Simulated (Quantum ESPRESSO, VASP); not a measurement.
VASP ran on this input.

INCAR:
```
LMAXMIX = 6
NELM = 100   ! most electronic steps
GGA = PS   ! PBEsol
LREAL = F   ! projection in real space or not
ISIF = 2
ISMEAR = -1
LCHARG = F
LWAVE = F
LASPH = T   ! aspherical one-centre terms
EDIFF = 1E-6   ! SCF stop (eV)
PREC = Accurate
SYSTEM = TaOs3
ALGO = Normal   ! blocked Davidson
ENCUT = 300   ! plane-wave cut-off (eV)
SIGMA = 0.1   ! width (eV)
```

POSCAR:
```
TaOs3
1
    3.8366710000     0.0000000000     0.0000000000
    0.0000000000     3.8366710000     0.0000000000
    0.0000000000     0.0000000000     3.8366710000
Ta Os
1 3
Direct
  0.0000000000   0.0000000000   0.0000000000
  0.0000000000   0.5000000000   0.5000000000
  0.5000000000   0.0000000000   0.5000000000
  0.5000000000   0.5000000000   0.0000000000
```

**KPOINTS**
```
Regular mesh
0
Gamma
  7 7 7
```

POTCAR, in this order: Ta_pv Os (PBE.64 set). Program: vasp_std.

### Question
Write an input for Quantum ESPRESSO that does the same calculation.

### Answer
One input that does it (PBEsol, PseudoDojo standard norm-conserving (PBESOL) pseudopotentials):
```
&CONTROL
  calculation = 'scf'
  prefix = 'TaOs3'
  outdir = './tmp'
  pseudo_dir = './'
  tprnfor = .true.
  tstress = .true.
/
&SYSTEM
  ibrav = 0
  nat = 4
  ntyp = 2
  ecutwfc = 75
  occupations = 'smearing'
  smearing = 'fermi-dirac'
  degauss = 0.0073499
/
&ELECTRONS
  conv_thr = 1.0d-10
  mixing_beta = 0.4
/
ATOMIC_SPECIES
Ta   180.9479  Ta.upf
Os   190.2300  Os.upf
ATOMIC_POSITIONS {angstrom}
Ta    0.00000000    0.00000000    0.00000000
Os    0.00000000    1.91833550    1.91833550
Os    1.91833550    0.00000000    1.91833550
Os    1.91833550    1.91833550    0.00000000
K_POINTS {automatic}
7 7 7  0 0 0
CELL_PARAMETERS {angstrom}
   3.83667100     0.00000000     0.00000000
   0.00000000     3.83667100     0.00000000
   0.00000000     0.00000000     3.83667100
```
Both are inputs of real runs that ended normally. What can't carry over is the choice of potentials or basis and its cut-off, and each code's defaults.

The structure comes from a computed database's TaOs3 entry (Pm-3m); how it stands against other phases isn't given here. The cell was not relaxed at this level, and its volume differs by -5.9 % from the start's.
